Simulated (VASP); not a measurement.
Output of a VASP run:

OUTCAR:
```
 ion  position               nearest neighbor table
   1  0.000  0.000  0.000-
   2  0.500  0.500  0.500-   3 3.02   4 3.02   5 3.02   5 3.02   3 3.02   4 3.02
   3  0.500  0.000  0.500-   2 3.02   2 3.02
   4  0.000  0.500  0.500-   2 3.02   2 3.02
   5  0.500  0.500  0.000-   2 3.02   2 3.02
  LATTYP: Found a simple cubic cell.
 ALAT       =     6.0346642160
 Subroutine PRICEL returns:
 Original cell was already a primitive cell.
 Subroutine GETGRP returns: Found 48 space group operations
The static configuration has the point symmetry O_h .
The dynamic configuration has the point symmetry O_h .
 Subroutine INISYM returns: Found 48 space group operations
 Subroutine IBZKPT returns following result:
 Found     10 irreducible k-points:

 Following reciprocal coordinates:
            Coordinates               Weight
  0.000000  0.000000  0.000000      1.000000
  0.250000  0.000000  0.000000      6.000000
  0.500000  0.000000  0.000000      3.000000
  0.250000  0.250000  0.000000     12.000000
  0.500000  0.250000  0.000000     12.000000
  0.500000  0.500000  0.000000      3.000000
  0.250000  0.250000  0.250000      8.000000
  0.500000  0.250000  0.250000     12.000000
  0.500000  0.500000  0.250000      6.000000
  0.500000  0.500000  0.500000      1.000000
   k-points           NKPTS =     10   k-points in BZ     NKDIM =     10   number of bands    NBANDS=     26
   number of dos      NEDOS =    301   number of ions     NIONS =      5
   total plane-waves  NPLWV = 110592
   dimension x,y,z NGX =    48 NGY =   48 NGZ =   48
   dimension x,y,z NGXF=    96 NGYF=   96 NGZF=   96
   ions per type =               1   1   3
   PREC   = accura    normal or accurate (medium, high low for compatibility)
   ISTART =      0    job   : 0-new  1-cont  2-samecut
   ICHARG =      2    charge: 1-file 2-atom 10-const
   ISPIN  =      1    spin polarized calculation?
   LNONCOLLINEAR =      F non collinear calculations
   LSORBIT =      F    spin-orbit coupling
   INIWAV =      1    electr: 0-lowe 1-rand  2-diag
   ENCUT  =  520.0 eV  38.22 Ry    6.18 a.u.  11.22 11.22 11.22*2*pi/ulx,y,z
   NELM   =    100;   NELMIN=  2; NELMDL= -5     # of ELM steps
   EDIFF  = 0.1E-06   stopping-criterion for ELM
   LREAL  =      F    real-space projection
   NLSPLINE    = F    spline interpolate recip. space projectors
   LMAXMIX     =    4 max onsite mixed and CHGCAR
   VOSKOWN=      0    Vosko Wilk Nusair interpolation
   EDIFFG = 0.1E-05   stopping-criterion for IOM
   NSW    =      0    number of steps for IOM
   NBLOCK =      1;   KBLOCK =      1    inner block; outer block
   IBRION =     -1    ionic relax: 0-MD 1-quasi-New 2-CG
   NFREE  =      0    steps in history (QN), initial steepest desc. (CG)
   ISIF   =      2    stress and relaxation
   ISYM   =      2    0-nonsym 1-usesym 2-fastsym
   TEIN   =    0.0    initial temperature
   TEBEG  =    0.0;   TEEND  =   0.0 temperature during run
   SMASS  =  -3.00    Nose mass-parameter (am)
   PSTRESS=    0.0 pullay stress
   NELECT =      44.0000    total number of electrons
   EFERMI =   0.00;   METHOD = LEGACY
   ISMEAR =     0;   SIGMA  =   0.05  broadening in eV -4-tet -1-fermi 0-gaus
   IALGO  =     38    algorithm
   LDIAG  =      T    sub-space diagonalisation (order eigenvalues)
   IMIX   =      4    mixing-type and parameters
     AMIX     =   0.40;   BMIX     =  1.00
     AMIX_MAG =   1.60;   BMIX_MAG =  1.00
     AMIN     =   0.10
   METAGGA = RTPSS    functional components
   VOSKOWN =     0    Vosko Wilk Nusair interpolation
   LHFCALC =     F    Hartree Fock is set to
   LHFONE  =     F    Hartree Fock one center treatment
   AEXX    =    0.0000 exact exchange contribution
   IVDW    =     0    specifies the selected vdW correction
   LEPSILON=     F    determine dielectric tensor
   LRPA    =     F    only Hartree local field effects (RPA)
  energy-cutoff  :      520.00
  volume of cell :      219.77
      direct lattice vectors                 reciprocal lattice vectors
...
```

### OSZICAR
```
       N       E                     dE             d eps       ncg     rms          rms(c)
DAV:   1     0.480791444302E+03    0.48079E+03   -0.18739E+04   520   0.149E+03
DAV:   2     0.113477673427E+03   -0.36731E+03   -0.36201E+03   666   0.346E+02
DAV:   3     0.685768373913E+02   -0.44901E+02   -0.43590E+02   612   0.131E+02
DAV:   4     0.668181713486E+02   -0.17587E+01   -0.17523E+01   678   0.340E+01
DAV:   5     0.667686411238E+02   -0.49530E-01   -0.49467E-01   646   0.475E+00    0.359E+00
DAV:   6     0.702869077923E+02    0.35183E+01   -0.61837E+00   532   0.303E+01    0.247E+00
DAV:   7     0.740531066086E+02    0.37662E+01   -0.22382E+00   604   0.185E+01    0.138E+00
DAV:   8     0.735184956719E+02   -0.53461E+00   -0.49394E-01   598   0.682E+00    0.688E-01
DAV:   9     0.733012137834E+02   -0.21728E+00   -0.74332E-02   588   0.275E+00    0.511E-01
DAV:  10     0.732478624253E+02   -0.53351E-01   -0.13589E-01   544   0.259E+00    0.157E-01
DAV:  11     0.731674309064E+02   -0.80432E-01   -0.30364E-02   558   0.171E+00    0.670E-02
DAV:  12     0.731646862008E+02   -0.27447E-02   -0.24741E-03   640   0.422E-01    0.448E-02
DAV:  13     0.731649993224E+02    0.31312E-03   -0.12154E-03   574   0.309E-01    0.177E-02
DAV:  14     0.731636623195E+02   -0.13370E-02   -0.55823E-04   542   0.255E-01    0.111E-02
DAV:  15     0.731635313131E+02   -0.13101E-03   -0.84051E-05   596   0.859E-02    0.562E-03
DAV:  16     0.731635039547E+02   -0.27358E-04   -0.11284E-05   630   0.360E-02    0.324E-03
DAV:  17     0.731634931533E+02   -0.10801E-04   -0.15547E-05   552   0.243E-02    0.145E-03
DAV:  18     0.731634915876E+02   -0.15657E-05   -0.11580E-06   610   0.821E-03    0.875E-04
DAV:  19     0.731634911569E+02   -0.43078E-06   -0.21786E-07   504   0.379E-03    0.411E-04
DAV:  20     0.731634910956E+02   -0.61220E-07   -0.18742E-07   440   0.383E-03
   1 F= 0.73163491E+02 E0= 0.73163491E+02  d E =-.498756E-15
```

### OUTCAR
```
------------------------ aborting loop because EDIFF is reached ----------------------------------------
  FORCE on cell =-STRESS in cart. coord.  units (eV):
  Direction    XX          YY          ZZ          XY          YZ          ZX
  --------------------------------------------------------------------------------------
  Total       -0.7223331     -0.7223331     -0.7223331      0.0000000      0.0000000     -0.0000000
  in kB       -5.2660961     -5.2660961     -5.2660961      0.0000000      0.0000000     -0.0000000
  external PRESSURE =      -5.2660961 kB  Pullay stress =       0.0000000 kB
  volume of cell :      219.77
      direct lattice vectors                 reciprocal lattice vectors
     6.034664216  0.000000000  0.000000000     0.165709303  0.000000000  0.000000000
     0.000000000  6.034664216  0.000000000     0.000000000  0.165709303  0.000000000
     0.000000000  0.000000000  6.034664216     0.000000000  0.000000000  0.165709303
 POSITION                                       TOTAL-FORCE (eV/Angst)
 -----------------------------------------------------------------------------------
      0.00000      0.00000      0.00000         0.000000      0.000000      0.000000
      3.01733      3.01733      3.01733         0.000000      0.000000      0.000000
      3.01733      0.00000      3.01733         0.000000      0.000000      0.000000
      0.00000      3.01733      3.01733         0.000000      0.000000      0.000000
      3.01733      3.01733      0.00000         0.000000      0.000000      0.000000
 -----------------------------------------------------------------------------------
    total drift:                                0.000000     -0.000000     -0.000000
  FREE ENERGIE OF THE ION-ELECTRON SYSTEM (eV)
  ---------------------------------------------------
  free  energy   TOTEN  =        73.1634910956 eV

  energy  without entropy=       73.1634910956  energy(sigma->0) =       73.16349110
```
(Selected blocks of OUTCAR.)

POSCAR:
```
CsPbBr3
1
    6.0346642160     0.0000000000     0.0000000000
    0.0000000000     6.0346642160     0.0000000000
    0.0000000000     0.0000000000     6.0346642160
Cs Pb Br
1 1 3
Direct
  0.0000000000   0.0000000000   0.0000000000
  0.5000000000   0.5000000000   0.5000000000
  0.5000000000   0.0000000000   0.5000000000
  0.0000000000   0.5000000000   0.5000000000
  0.5000000000   0.5000000000   0.0000000000
```

**Question.** Reconstruct the remaining input files.

**Answer.** One answer among several that fit: the input of the run itself, revTPSS meta-GGA, plane waves, VASP's PBE PAW potentials (set 64).

**KPOINTS**
```
Automatic
0
Gamma
 4 4 4
0 0 0
```

**INCAR**
```
SYSTEM  =  CsPbBr3
PREC  =  Accurate; ENCUT  =  520; LREAL  =  F
LASPH  =  T
EDIFF  =  1E-7; NELM  =  100; ALGO  =  Normal
LMAXMIX  =  4; LMIXTAU  =  T
ISMEAR  =  0; SIGMA  =  0.05
METAGGA  =  RTPSS
ISIF  =  2
LWAVE  =  F; LCHARG  =  F
```

POTCAR, in this order: Cs_sv Pb_d Br (PBE.64 set). Program: vasp_std.

The compound is CsPbBr3 in the cubic perovskite structure, the ideal cubic form; the compound distorts at low or room temperature. This cell is one point of a volume scan, at 1.03 of the reference volume.
